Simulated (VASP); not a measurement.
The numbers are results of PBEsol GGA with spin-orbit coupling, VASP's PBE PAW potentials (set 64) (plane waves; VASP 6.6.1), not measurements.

VASP ran on this input.

File KPOINTS:
```
kpoints
0
gamma
12 12 12
```

POSCAR:
```
ZrC
1
   -0.0000000000     2.3360033734     2.3360033734
    2.3360033734     0.0000000000     2.3360033734
    2.3360033734     2.3360033734     0.0000000000
Zr C
1 1
Direct
  0.0000000000   0.0000000000   0.0000000000
  0.5000000000   0.5000000000   0.5000000000
```

**KPOINTS_OPT**
```
k-points along high-symmetry lines
8
Line-mode
Reciprocal
  0.000000   0.000000   0.000000 ! GAMMA
  0.500000   0.000000   0.500000 ! X

  0.500000   0.000000   0.500000 ! X
  0.625000   0.250000   0.625000 ! U

  0.375000   0.375000   0.750000 ! K
  0.000000   0.000000   0.000000 ! GAMMA

  0.000000   0.000000   0.000000 ! GAMMA
  0.500000   0.500000   0.500000 ! L

  0.500000   0.500000   0.500000 ! L
  0.500000   0.250000   0.750000 ! W

  0.500000   0.250000   0.750000 ! W
  0.500000   0.000000   0.500000 ! X
```

### INCAR
```
SYSTEM = ZrC
PREC = Accurate; ENCUT = 520; LREAL = F
LASPH = T
EDIFF = 1E-6; NELM = 100; ALGO = Normal
LMAXMIX = 4
ISMEAR = 0; SIGMA = 0.05
GGA = PS; GGA_COMPAT = F
MAGMOM = 6*0; LSORBIT = T
LWAVE = F; LCHARG = F
```

POTCAR, in this order: Zr_sv C (PBE.64 set). Program: vasp_ncl.

Task: Estimate the energy per atom (σ→0), band gap (over mesh and band path).

Result: 
- energy per atom (σ→0): -10.321 eV/atom
- band gap (over mesh and band path): none (metal, semimetal or under 0.01 eV)

File OSZICAR:
```
...
DAV:   9    -0.206415921235E+02    0.39953E-02   -0.22844E-02  4864   0.868E-01    0.338E-01
DAV:  10    -0.206416918650E+02   -0.99741E-04   -0.16879E-03  3856   0.460E-01    0.169E-01
DAV:  11    -0.206416975291E+02   -0.56641E-05   -0.14640E-04  4896   0.119E-01    0.387E-02
DAV:  12    -0.206416949947E+02    0.25343E-05   -0.84300E-06  3928   0.318E-02    0.110E-02
DAV:  13    -0.206416939408E+02    0.10539E-05   -0.87457E-07  2776   0.101E-02    0.990E-04
DAV:  14    -0.206416939756E+02   -0.34760E-07   -0.12039E-07  1952   0.377E-03
   1 F= -.20641694E+02 E0= -.20641287E+02  d E =-.813362E-03  mag=    -0.0000     0.0000    -0.0000
       N       E                     dE             ncg
```

The compound is ZrC in the rock salt structure. It was relaxed first.
